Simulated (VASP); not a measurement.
```
Li
1.0
    2.72491     0.00000     0.00000
    0.00000     2.72491     0.00000
    0.00000     0.00000     2.72491
Li
1
Direct
  0.00000   0.00000   0.00000
```

Method: PBEsol GGA, VASP's PBE PAW potentials (set 64) (plane waves; VASP 6.6.1). Numerical set-up: 520 eV cut-off, 12×12×12 Γ-centred mesh, first-order Methfessel-Paxton smearing of 0.10 eV, potentials Li_sv.

Question: What does the run give for the energy per atom (σ→0), band gap (on the k-mesh) with the smallest direct gap where there is one?

Answer: 
```
Property                                                     Value
------------------------  ----------------------------------------
band gap (on the k-mesh)  none (metal, semimetal or under 0.01 eV)
energy per atom (σ→0)                               -1.844 eV/atom
```

Total energies compare only between runs with the same potentials, cut-off and functional.

The structure was generated: Li was put into the simple-cubic type (Pm-3m), which need not be its known phase. It was relaxed first, which changed the volume by -15 %. The start is the result of an earlier pass.
